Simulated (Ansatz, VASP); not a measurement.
# Cross-check of Sn between VASP and Ansatz

Wanted: the spread between two codes on one cell, functional and k mesh. The cell is taken from a series of runs on this material, whose earlier steps may have relaxed, scaled, displaced or heated it; both programs get it as it stands.

Program: Ansatz 0.2.0. Level of theory: plane waves, with VASP 6.6.1 beside it; zone-centre phonons at PBEsol. Results are calculated unless marked as measured.

## 1. The structure

It takes space group Imma (No. 74, orthorhombic). Conventional cell: a = 4.621 Å, b = 4.716 Å, c = 6.477 Å, α = 90.00°, β = 90.00°, γ = 90.00°. Sn has 4 Sn at 2.83 to 2.85 Å nearest.

Coordinates:

```cif
data_structure
_symmetry_space_group_name_H-M 'Imma'
_symmetry_Int_Tables_number 74
_cell_length_a 4.6206
_cell_length_b 4.7165
_cell_length_c 6.4769
_cell_angle_alpha 90.000
_cell_angle_beta 90.000
_cell_angle_gamma 90.000
_cell_volume 141.15
loop_
_atom_site_label
_atom_site_type_symbol
_atom_site_symmetry_multiplicity
_atom_site_Wyckoff_symbol
_atom_site_fract_x
_atom_site_fract_y
_atom_site_fract_z
_atom_site_occupancy
Sn1 Sn 4 e 0.00000 0.25000 0.37663 1
```

## 2. Ansatz: zone-centre phonons, PBEsol

Ansatz runs on its PAW soft_1 files.

Second derivatives magnify differences that forces hide, and they need a tight electronic threshold.

Contents of input.yaml:

```yaml
crystal:
  lattice:
    - [0.0338982293, 3.3011623153, 3.238466281]
    - [3.3011623153, 0.0338982293, 3.238466281]
    - [3.3350605446, 3.3350605446, 0.0]
  atoms:
    - { symbol: Sn, position: [0.5016915743, 0.5016915743, 0.4982484146] }
    - { symbol: Sn, position: [0.7483084257, 0.7483084257, 0.7517515854] }
kpoints:
  mp_grid: { grid: [12, 12, 12], shift: [0.5, 0.5, 0.5] }
hamiltonian:
  xc: pbesol
  pseudopotentials: { kind: paw, azcp: { folder: soft_1 }, xc_functional: pbe }
scf:
  occupations: { method: gaussian, width: 0.015 }
output:
  eigenvalues: true
phonons:
  method: dfpt
```

Command:

```sh
> ansatz run input.yaml --threads 4 --pin off --max-ram 10240MiB --backend cpu --events-out ev --progress --plain --runs-dir out
```

Numbers of over 12 decimals in the logs are rounded to 6 here.

Output:

```text
Engine: ansatz 0.2.0, aarch64-unknown-linux-gnu
Pseudopotentials: kind: paw
Pseudopotential: Sn, paw, valence charge 14, recommended cutoff 420 eV (normal), soft_1/Sn.paw.azcp
Functional definition: PBEsol
  exchange = pbesol_x
  correlation = pbesol_c
Crystal: 2 atoms, lattice volume = 70.576 Å³
Basis set: ecut = 420 eV, 1387 PW (Γ), exchange–correlation on 64×64×64 points (8 copies of the dense FFT grid, shifted against one another)
Bands: 18, of which v1, the nominal top of the filled ones, is band 14 counted from 1 (13 counted from 0)
Symmetry: 4 space group operations
k-points: 864 of 1728 (irreducible under 1 space group operation, time reversal used)
Non-local potential: Sn, projectors of the file, l = 0: 2, l = 1: 2, l = 2: 2, l = 3: 1
PAW form: soft (Blöchl's): semilocal exchange-correlation on the pseudo side does not see the compensation charge
PAW frozen core: Sn, regenerated for the run's functional, and the local potential with it (the file was generated under x = pbe(κ = 0.804, μ = 0.219515), c = pbe(β = 0.066725))
PAW one-centre angular grid: Sn, 590 points (default); XC on 64 Gauss nodes
Initial density: superposition of atomic densities (chi_scale 0.1, normalization cell)
Initial wavefunctions: pseudopotential atomic-orbital guess
Functional: x = pbesol(κ = 0.804, μ = 0.123457), c = pbesol(β = 0.046)
SCF iter   1: F=—  HF=-11899.709912 eV  |F-HF|=—  |Δ(HF+E_count)|=         —  Δρ=2.10e-2  dr2=3.28e-1  ethr=3.10e-3  ⟨swp⟩=6.0  Hψ=85911  notcnv=0
preconditioner: auto → none  [insulator: Δε(μ)=0.030 eV  Ē_g=19.830 eV  σ=0.015 eV  W_gap=0.84  n_scr=14 (ndim 8)  ℏωp=23.4 eV  f_vac=0.009  D(μ)=0.08/eV (n_scr^D=0)  ε∞_Penn≈2.4]
SCF iter   2: F=—  HF=-11899.648121 eV  |F-HF|=—  |Δ(HF+E_count)|=   6.18e-2  Δρ=9.47e-3  dr2=6.09e-2  ethr=1.17e-3  ⟨swp⟩=2.0  Hψ=25881  notcnv=0
SCF iter   3: F=—  HF=-11899.641149 eV  |F-HF|=—  |Δ(HF+E_count)|=   6.97e-3  Δρ=8.64e-4  dr2=3.54e-4  ethr=2.18e-4  ⟨swp⟩=2.8  Hψ=22392  notcnv=0
SCF iter   4: F=—  HF=-11899.641301 eV  |F-HF|=—  |Δ(HF+E_count)|=   1.52e-4  Δρ=3.59e-4  dr2=4.27e-5  ethr=1.26e-6  ⟨swp⟩=2.0  Hψ=31025  notcnv=0
SCF iter   5: F=—  HF=-11899.641304 eV  |F-HF|=—  |Δ(HF+E_count)|=   3.27e-6  Δρ=6.99e-5  dr2=2.10e-6  ethr=1.53e-7  ⟨swp⟩=2.0  Hψ=27649  notcnv=0
SCF iter   6: F=—  HF=-11899.641305 eV  |F-HF|=—  |Δ(HF+E_count)|=   4.66e-7  Δρ=1.38e-5  dr2=1.68e-7  ethr=7.51e-9  ⟨swp⟩=2.8  Hψ=27327  notcnv=0
SCF iter   7: F=—  HF=-11899.641304 eV  |F-HF|=—  |Δ(HF+E_count)|=   2.76e-8  Δρ=2.44e-6  dr2=2.97e-9  ethr=6.00e-10  ⟨swp⟩=2.0  Hψ=27650  notcnv=0
SCF iter   8: F=—  HF=-11899.641304 eV  |F-HF|=—  |Δ(HF+E_count)|=   4.51e-9  Δρ=4.52e-7  dr2=9.59e-11  ethr=1.06e-11  ⟨swp⟩=3.0  Hψ=29659  notcnv=0
SCF iter   9: F=-11899.641304 eV  HF=-11899.641304 eV  |F-HF|=1.82e-12  |Δ(HF+E_count)|=  2.73e-11  Δρ=1.21e-7  dr2=4.37e-12  ethr=1.00e-12  ⟨swp⟩=6.9  Hψ=72386  notcnv=0
SCF 1 converged in 9 iterations: F = -11899.641304 eV  dr2 = 4.37e-12
  greatest PAW one-centre occupation: 0.991 electrons in one spin orbital (limit 2), on the Sn atom at site 1 (counted from 0), in its partial waves of l = 2
DFPT response loops at Γ: preconditioner auto → Kerker (q_TF=auto, 2.339 Å⁻¹) (partly filled bands, converged f_vac=0.089); β = 1.00, the filter's whole step (`scf.mixing.beta` (0.50) is not read by the response loops under this deck's `scf.mixing.preconditioner`; to damp them name `kerker` or `kerker_dos`, under which they read `scf.mixing.beta`, and type it under 1.00, their step now; both keys bind the ground state too); Broyden in place of MSR1
SCF converged after 9 iterations
Free energy (F): -11899.641304 eV
Harris-Foulkes:  -11899.641304 eV  (|F-HF|=1.82e-12)
Internal energy: -11899.641268 eV  (E = F + TS)
E sigma→0 (E₀):  -11899.641286 eV
Entropy (-TS):   -0.000036 eV (-0.018 meV/atom)
Fermi energy:    7.343017 eV
--- Per-component energies (eV) ---
  E_band       = -259.432501
  E_kinetic    = 336.507354
  E_local      = -2661.565391  (includes V_loc(G=0)·N_el)
  E_nonlocal   = 293.761717
  E_hartree    = 1290.241613
  E_xc         = -248.787664
  E_vxc        = -160.072579  (∫ρ·V_xc dr)
  E_paw        = -8592.594206  (= ΣΔE_a)
  E_vpaw       = -648.547405  (= ΣTr[D̂ρ^β])
  E_aug_tail   = 0.000579  (compensation charges beyond the density's cutoff)
  E_ewald      = -2317.774950
  E_core_change = 0.569679  (= ΣΔE_core)
  E_smearing   = -0.000036  (= −TS)
  E_closure    = 0.000000  (closes the sum)
  Σ components = -11899.641304   (vs F -11899.641304, Δ=0.00e0)
--- Band table (eV; the first three rows and the last of 864) ---
  k-point 0: bands = [... 10 lower, -3.0772, 6.1287, 7.3611, 7.4107, 7.5554, 9.4622, 9.5029, 9.6029]
  k-point 1: bands = [... 10 lower, -2.9933, 5.3114, 7.0372, 7.3374, 7.9545, 9.6939, 9.7144, 9.9124]
  k-point 2: bands = [... 10 lower, -2.7850, 4.1793, 6.6591, 7.0671, 8.0034, 10.0111, 10.1862, 10.7208]
  k-point 863: bands = [... 10 lower, -1.4874, 1.1382, 5.9321, 6.2428, 7.3379, 10.4077, 10.5937, 12.9090]
--- Phonons (Γ-DFPT): 2 representative perturbations + reference, on 864 of 1728 k-points (Σ response iterations 6) ---
  k mesh reduced under 1 symmetry operation, with k and −k counted as one. Each operation leaves every solved perturbation unchanged. A smaller set is not used because it would not reduce the number of displacements times k-points to solve
  ASR residual: 3.997e-5 → 0.000e0 eV/Å²; symmetrization residual: 1.102e-6 eV/Å²
  ASR residual per site (eV/Å²): 4.00e-5 4.00e-5
  Γ frequencies (cm⁻¹): 0.00 0.00 0.00 172.09 178.86 180.70
  non-analytic LO–TO correction: not included (Born effective charges unavailable; polar crystals: no LO–TO splitting at Γ)
```

In the SCF lines HF is the Harris–Foulkes energy and dr2 the Hartree energy of the density residual, in eV; the loop may stop once dr2 is under the threshold and the program's other checks hold. Hψ counts applications of the Hamiltonian.

(Continued in part 2 of 3.)

[Lines on the potential files, build, host, timing and source positions are cut from VASP's logs without a mark.]

[Logs are printed without paths, hosts, clocks, repeated set-up lines and the standing remarks that a program may print on its own settings, such as how far it seeks lower states.]

[Hosts, paths, dates, database ids (printed as entryN), source tags and the programs' standing remarks are cut or masked in the printed files.]
